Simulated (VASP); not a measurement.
Method: modified Becke-Johnson potential (mBJ), VASP's PBE PAW potentials (set 64) (plane waves; VASP).

VASP input:

File POSCAR:
```
BaTiO3
3.9973050
  1.0000000366   0.0000000000   0.0000000000
  0.0000000000   1.0000000366   0.0000000000
  0.0000000000   0.0000000000   1.0568676428
Ba Ti O
1 1 3
direct
  0.0000000000   0.0000000000   0.0107824638
  0.5000000000   0.5000000000   0.5297439010
  0.5000000000   0.5000000000   0.9595045239
  0.0000000000   0.5000000000   0.4819845556
  0.5000000000   1.0000000000   0.4819845556
```

KPOINTS:
```
Automatic mesh
0
Gamma
4 4 4
0 0 0
```

**INCAR**
```
! general
SYSTEM  = BaTiO3
PREC    = Accurate
ENCUT   = 520
LREAL   = F
LASPH   = T

! electronic loop
EDIFF   = 1E-6
NELM    = 200
ALGO    = Normal
LMAXMIX = 4   ! l cut-off of mixed one-centre charges
LMIXTAU = T

! smearing
ISMEAR  = 0   ! Gaussian
SIGMA   = 0.05

! functional
METAGGA = MBJ

! ions
ISIF    = 0

! output
LWAVE   = F
LCHARG  = F
```

KPOINTS_OPT:
```
k-points along high-symmetry lines
7
Line-mode
Reciprocal
  0.000000   0.000000   0.000000 ! GAMMA
  0.000000   0.500000   0.000000 ! X

  0.000000   0.500000   0.000000 ! X
  0.500000   0.500000   0.000000 ! M

  0.500000   0.500000   0.000000 ! M
  0.000000   0.000000   0.000000 ! GAMMA

  0.000000   0.000000   0.000000 ! GAMMA
  0.000000   0.000000   0.500000 ! Z

  0.000000   0.000000   0.500000 ! Z
  0.000000   0.500000   0.500000 ! R

  0.000000   0.500000   0.500000 ! R
  0.500000   0.500000   0.500000 ! A

  0.500000   0.500000   0.500000 ! A
  0.000000   0.000000   0.500000 ! Z

  0.000000   0.500000   0.000000 ! X
  0.000000   0.500000   0.500000 ! R

  0.500000   0.500000   0.000000 ! M
  0.500000   0.500000   0.500000 ! A
```

POTCAR, in this order: Ba_sv Ti_sv O (PBE.64 set). Program: vasp_std. Read from the step before: WAVECAR.

Output

### OUTCAR
```
 ion  position               nearest neighbor table
   1  0.000  0.000  0.011-   4 2.82   5 2.82   4 2.82   5 2.82   3 2.83   3 2.83   3 2.83   3 2.83
                             4 3.00   5 3.00   5 3.00   4 3.00   2 3.48   2 3.48   2 3.48   2 3.48
   2  0.500  0.500  0.530-   3 1.82   4 2.01   5 2.01   5 2.01   4 2.01   3 2.41   1 3.48   1 3.48
                             1 3.48   1 3.48   1 3.58   1 3.58   1 3.58   1 3.58
   3  0.500  0.500  0.960-   2 1.82   2 2.41   1 2.83   1 2.83   1 2.83   1 2.83
   4  0.000  0.500  0.482-   2 2.01   2 2.01   1 2.82   1 2.82   1 3.00   1 3.00
   5  0.500  0.000  0.482-   2 2.01   2 2.01   1 2.82   1 2.82   1 3.00   1 3.00
  LATTYP: Found a simple tetragonal cell.
 ALAT       =     3.9973051464
 C/A-ratio  =     1.0568676041
 Subroutine PRICEL returns:
 Original cell was already a primitive cell.
 Subroutine GETGRP returns: Found  8 space group operations
The static configuration has the point symmetry C_4v.
The dynamic configuration has the point symmetry C_4v.
 Subroutine INISYM returns: Found  8 space group operations
 Subroutine IBZKPT returns following result:
 Found     18 irreducible k-points:

 Following reciprocal coordinates:
            Coordinates               Weight
  0.000000  0.000000  0.000000      1.000000
  0.250000  0.000000  0.000000      4.000000
  0.500000  0.000000  0.000000      2.000000
...
```

**OSZICAR**
```
...
DAV: 116     0.470686609022E+03    0.23620E+00   -0.14280E+00   984   0.788E+00    0.166E+00
DAV: 117     0.469201565654E+03   -0.14850E+01   -0.77868E+00   896   0.204E+01    0.233E+00
DAV: 118     0.470348384873E+03    0.11468E+01   -0.11082E+01   864   0.226E+01    0.215E+00
DAV: 119     0.470542486656E+03    0.19410E+00   -0.79586E+00   864   0.198E+01    0.183E+00
DAV: 120     0.460179157084E+03   -0.10363E+02   -0.97442E+01  1120   0.712E+01    0.536E+00
DAV: 121     0.465917525679E+03    0.57384E+01   -0.93452E+01   904   0.615E+01    0.389E+00
DAV: 122     0.225330891087E+03   -0.24059E+03   -0.18323E+03  1288   0.192E+02    0.305E+01
DAV: 123     0.462582222449E+03    0.23725E+03   -0.12065E+03   880   0.221E+02    0.869E+00
DAV: 124     0.475779141535E+03    0.13197E+02   -0.16428E+02  1016   0.856E+01    0.375E+00
DAV: 125     0.471466907498E+03   -0.43122E+01   -0.33027E+01   976   0.281E+01    0.209E+00
DAV: 126     0.469784432605E+03   -0.16825E+01   -0.83378E+00  1016   0.192E+01    0.247E+00
DAV: 127     0.470370900689E+03    0.58647E+00   -0.49516E+00   976   0.156E+01    0.211E+00
DAV: 128     0.472047858786E+03    0.16770E+01   -0.66173E+00   992   0.159E+01    0.118E+00
DAV: 129     0.468146220896E+03   -0.39016E+01   -0.19793E+01   912   0.306E+01    0.277E+00
DAV: 130     0.471815908709E+03    0.36697E+01   -0.19466E+01   896   0.259E+01    0.128E+00
DAV: 131    -0.397930708213E+03   -0.86975E+03   -0.84537E+03  1312   0.740E+02    0.393E+01
DAV: 132     0.493455474759E+03    0.89139E+03   -0.18103E+03  1176   0.383E+02    0.146E+01
DAV: 133     0.473665900432E+03   -0.19790E+02   -0.20027E+02  1056   0.779E+01    0.175E+00
DAV: 134     0.159850644771E+03   -0.31382E+03   -0.32436E+03  1240   0.371E+02    0.302E+01
DAV: 135     0.454465361754E+03    0.29461E+03   -0.19176E+03   976   0.294E+02    0.126E+01
DAV: 136     0.456894801910E+03    0.24294E+01   -0.30362E+02   904   0.112E+02    0.754E+00
DAV: 137     0.457943436369E+03    0.10486E+01   -0.46158E+01  1064   0.527E+01    0.796E+00
DAV: 138     0.473400570922E+03    0.15457E+02   -0.21958E+02   904   0.947E+01    0.279E+00
DAV: 139     0.472551160854E+03   -0.84941E+00   -0.23718E+01  1144   0.246E+01    0.151E+00
DAV: 140     0.471652119867E+03   -0.89904E+00   -0.66944E+00   968   0.184E+01    0.198E+00
DAV: 141     0.470174661592E+03   -0.14775E+01   -0.41990E+00   992   0.193E+01    0.264E+00
DAV: 142     0.471074641036E+03    0.89998E+00   -0.42698E+00   968   0.153E+01    0.227E+00
DAV: 143     0.461096389097E+03   -0.99783E+01   -0.49773E+01  1304   0.414E+01    0.578E+00
DAV: 144     0.468748257640E+03    0.76519E+01   -0.44349E+01   920   0.429E+01    0.365E+00
DAV: 145     0.471838407163E+03    0.30901E+01   -0.18148E+01   976   0.282E+01    0.205E+00
DAV: 146     0.454626733938E+03   -0.17212E+02   -0.14500E+02  1024   0.846E+01    0.733E+00
DAV: 147     0.233693831464E+03   -0.22093E+03   -0.14056E+03  1216   0.195E+02    0.281E+01
DAV: 148     0.132974313807E+03   -0.10072E+03   -0.22024E+03   968   0.432E+02    0.254E+01
DAV: 149     0.470780322404E+03    0.33781E+03   -0.95541E+02  1016   0.162E+02    0.749E+00
DAV: 150     0.470533976070E+03   -0.24635E+00   -0.11705E+02  1000   0.630E+01    0.371E+00
DAV: 151     0.474023435100E+03    0.34895E+01   -0.69956E+01   912   0.502E+01    0.106E+00
DAV: 152     0.473593369695E+03   -0.43007E+00   -0.52459E+00  1008   0.147E+01    0.914E-01
DAV: 153     0.168489707608E+03   -0.30510E+03   -0.30614E+03  1288   0.372E+02    0.319E+01
DAV: 154     0.475521657881E+03    0.30703E+03   -0.13403E+03   944   0.234E+02    0.656E+00
DAV: 155     0.475347364395E+03   -0.17429E+00   -0.15296E+02  1056   0.744E+01    0.251E+00
DAV: 156     0.451394821546E+03   -0.23953E+02   -0.14540E+02  1024   0.898E+01    0.819E+00
DAV: 157     0.376942376897E+03   -0.74452E+02   -0.40677E+02  1368   0.108E+02    0.238E+01
DAV: 158     0.459295251384E+03    0.82353E+02   -0.94587E+02   896   0.183E+02    0.112E+01
DAV: 159     0.467679555172E+03    0.83843E+01   -0.22043E+02  1080   0.110E+02    0.625E+00
DAV: 160     0.474870002425E+03    0.71904E+01   -0.13646E+02   944   0.705E+01    0.166E+00
DAV: 161     0.473995973303E+03   -0.87403E+00   -0.99484E+00  1096   0.203E+01    0.107E+00
DAV: 162     0.452739720724E+03   -0.21256E+02   -0.23396E+02  1104   0.109E+02    0.821E+00
DAV: 163     0.467010875138E+03    0.14271E+02   -0.99622E+01   864   0.695E+01    0.491E+00
DAV: 164     0.462592430133E+03   -0.44184E+01   -0.15260E+01   888   0.290E+01    0.538E+00
DAV: 165     0.469505473175E+03    0.69130E+01   -0.14144E+01  1016   0.219E+01    0.356E+00
DAV: 166     0.470378645252E+03    0.87317E+00   -0.81932E+00   880   0.203E+01    0.311E+00
DAV: 167     0.474699273929E+03    0.43206E+01   -0.53502E+01   880   0.451E+01    0.988E-01
DAV: 168     0.474438235436E+03   -0.26104E+00   -0.15967E+00   952   0.846E+00    0.873E-01
DAV: 169     0.474530791902E+03    0.92556E-01   -0.27550E-01   912   0.391E+00    0.796E-01
DAV: 170     0.474562967705E+03    0.32176E-01   -0.70528E-02   992   0.229E+00    0.777E-01
DAV: 171     0.474516541690E+03   -0.46426E-01   -0.10161E-01   880   0.235E+00    0.772E-01
DAV: 172    -0.102330156965E+05   -0.10708E+05   -0.10677E+05  1296   0.649E+03    0.134E+02
DAV: 173     0.542667746582E+03    0.10776E+05   -0.44479E+03  1304   0.487E+02    0.359E+01
DAV: 174     0.366517597085E+03   -0.17615E+03   -0.28398E+03  1264   0.424E+02    0.218E+01
DAV: 175    -0.994766343431E+03   -0.13613E+04   -0.12304E+04  1104   0.137E+03    0.376E+01
DAV: 176     0.501742154641E+03    0.14965E+04   -0.25588E+03  1512   0.594E+02    0.135E+01
DAV: 177     0.476598399405E+03   -0.25144E+02   -0.39401E+02  1112   0.109E+02    0.431E+00
DAV: 178     0.470062604732E+03   -0.65358E+01   -0.47550E+01  1088   0.417E+01    0.360E+00
DAV: 179     0.458970409287E+03   -0.11092E+02   -0.56323E+01  1248   0.418E+01    0.662E+00
DAV: 180     0.465908252581E+03    0.69378E+01   -0.16586E+01   976   0.275E+01    0.493E+00
DAV: 181     0.473736984199E+03    0.78287E+01   -0.48151E+01  1048   0.388E+01    0.189E+00
DAV: 182     0.474442449025E+03    0.70546E+00   -0.19148E+01   880   0.281E+01    0.114E+00
DAV: 183     0.425235870696E+03   -0.49207E+02   -0.51192E+02  1192   0.155E+02    0.162E+01
DAV: 184    -0.399066390820E+04   -0.44159E+04   -0.34916E+04  1184   0.344E+03    0.505E+01
DAV: 185     0.519069265106E+03    0.45097E+04   -0.44265E+03  1056   0.422E+02    0.193E+01
DAV: 186     0.447902104079E+03   -0.71167E+02   -0.47551E+02  1016   0.135E+02    0.101E+01
DAV: 187     0.482522681881E+03    0.34621E+02   -0.29336E+02  1056   0.105E+02    0.313E+00
DAV: 188     0.475318829679E+03   -0.72039E+01   -0.60821E+01  1064   0.329E+01    0.151E+00
DAV: 189     0.471147786288E+03   -0.41710E+01   -0.34250E+01  1008   0.430E+01    0.283E+00
DAV: 190     0.474978708223E+03    0.38309E+01   -0.26988E+01   928   0.332E+01    0.116E+00
DAV: 191     0.474683189989E+03   -0.29552E+00   -0.12670E+00  1120   0.733E+00    0.134E+00
DAV: 192     0.474242646663E+03   -0.44054E+00   -0.13445E+00   936   0.822E+00    0.159E+00
DAV: 193     0.474264579482E+03    0.21933E-01   -0.85904E-02  1024   0.179E+00    0.153E+00
DAV: 194     0.473013503345E+03   -0.12511E+01   -0.34762E+00   896   0.125E+01    0.219E+00
DAV: 195     0.474518905107E+03    0.15054E+01   -0.64573E+00   864   0.166E+01    0.132E+00
DAV: 196     0.474723737899E+03    0.20483E+00   -0.22449E+00   880   0.102E+01    0.113E+00
DAV: 197     0.474713262912E+03   -0.10475E-01   -0.19365E+00   880   0.101E+01    0.108E+00
DAV: 198     0.474206500344E+03   -0.50676E+00   -0.33139E+00   864   0.129E+01    0.148E+00
DAV: 199     0.472723170463E+03   -0.14833E+01   -0.43648E+00   872   0.140E+01    0.220E+00
DAV: 200     0.474442359106E+03    0.17192E+01   -0.59261E+00   864   0.160E+01
   1 F= 0.47444236E+03 E0= 0.47444236E+03  d E =-.995248E-28
       N       E                     dE             ncg
       N       E                     dE             ncg
       N       E                     dE             ncg
       N       E                     dE             ncg
```

File OUTCAR:
```
------------------------ aborting loop EDIFF was not reached (unconverged)  ----------------------------
  volume of cell :       67.50
      direct lattice vectors                 reciprocal lattice vectors
     3.997305146  0.000000000  0.000000000     0.250168542  0.000000000  0.000000000
     0.000000000  3.997305146  0.000000000     0.000000000  0.250168542  0.000000000
     0.000000000  0.000000000  4.224622313     0.000000000  0.000000000  0.236707551
 POSITION                                       TOTAL-FORCE (eV/Angst)
 -----------------------------------------------------------------------------------
      0.00000      0.00000      0.04555         0.000000      0.000000      1.688608
      1.99865      1.99865      2.23797         0.000000     -0.000000      2.633397
      1.99865      1.99865      4.05354         0.000000      0.000000     -1.148062
      0.00000      1.99865      2.03620        -0.000000      0.000000     -1.586971
      1.99865      0.00000      2.03620         0.000000     -0.000000     -1.586971
 -----------------------------------------------------------------------------------
    total drift:                               -0.000000     -0.000000      6.779443
  FREE ENERGIE OF THE ION-ELECTRON SYSTEM (eV)
  ---------------------------------------------------
  free  energy   TOTEN  =       474.4423591058 eV

  energy  without entropy=      474.4423591058  energy(sigma->0) =      474.44235911

     CMBJ =    1.0000

     CMBJA=   -0.0120

     CMBJB=    1.0230

     CMBJE=    0.5000

    CMBJ =    2.0000
```
(Selected blocks of OUTCAR.)

**stdout**
```
...
DAV: 190     0.474978708223E+03    0.38309E+01   -0.26988E+01   928   0.332E+01    0.116E+00
DAV: 191     0.474683189989E+03   -0.29552E+00   -0.12670E+00  1120   0.733E+00    0.134E+00
DAV: 192     0.474242646663E+03   -0.44054E+00   -0.13445E+00   936   0.822E+00    0.159E+00
DAV: 193     0.474264579482E+03    0.21933E-01   -0.85904E-02  1024   0.179E+00    0.153E+00
DAV: 194     0.473013503345E+03   -0.12511E+01   -0.34762E+00   896   0.125E+01    0.219E+00
DAV: 195     0.474518905107E+03    0.15054E+01   -0.64573E+00   864   0.166E+01    0.132E+00
DAV: 196     0.474723737899E+03    0.20483E+00   -0.22449E+00   880   0.102E+01    0.113E+00
DAV: 197     0.474713262912E+03   -0.10475E-01   -0.19365E+00   880   0.101E+01    0.108E+00
DAV: 198     0.474206500344E+03   -0.50676E+00   -0.33139E+00   864   0.129E+01    0.148E+00
DAV: 199     0.472723170463E+03   -0.14833E+01   -0.43648E+00   872   0.140E+01    0.220E+00
DAV: 200     0.474442359106E+03    0.17192E+01   -0.59261E+00   864   0.160E+01

 -----------------------------------------------------------------------------
|                                                                             |
|           W    W    AA    RRRRR   N    N  II  N    N   GGGG   !!!           |
|           W    W   A  A   R    R  NN   N  II  NN   N  G    G  !!!           |
|           W    W  A    A  R    R  N N  N  II  N N  N  G       !!!           |
|           W WW W  AAAAAA  RRRRR   N  N N  II  N  N N  G  GGG   !            |
|           WW  WW  A    A  R   R   N   NN  II  N   NN  G    G                |
|           W    W  A    A  R    R  N    N  II  N    N   GGGG   !!!           |
|                                                                             |
|     The electronic self-consistency was not achieved in the given           |
|     number of steps (NELM). The forces and other quantities evaluated       |
|     might not be reliable so examine the results carefully. If you find     |
|     spurious results, we suggest increasing NELM, if you were close to      |
|     convergence or switching to a different ALGO or adjusting the           |
|     density mixing parameters otherwise.                                    |
|                                                                             |
 -----------------------------------------------------------------------------

   1 F= 0.47444236E+03 E0= 0.47444236E+03  d E =-.995248E-28
 Start KPOINTS_OPT (optional k-point list driver)
k-point batch [1-18\63]
       N       E                     dE             ncg
k-point batch [19-36\63]
       N       E                     dE             ncg
k-point batch [37-54\63]
       N       E                     dE             ncg
k-point batch [55-63\63]
       N       E                     dE             ncg
```

Convergence was not reached.

mBJ is a potential without an energy functional, so only the levels count.

The compound is BaTiO3 in the tetragonal perovskite structure. It was relaxed first. The cell's shape comes from a PBE relaxation.
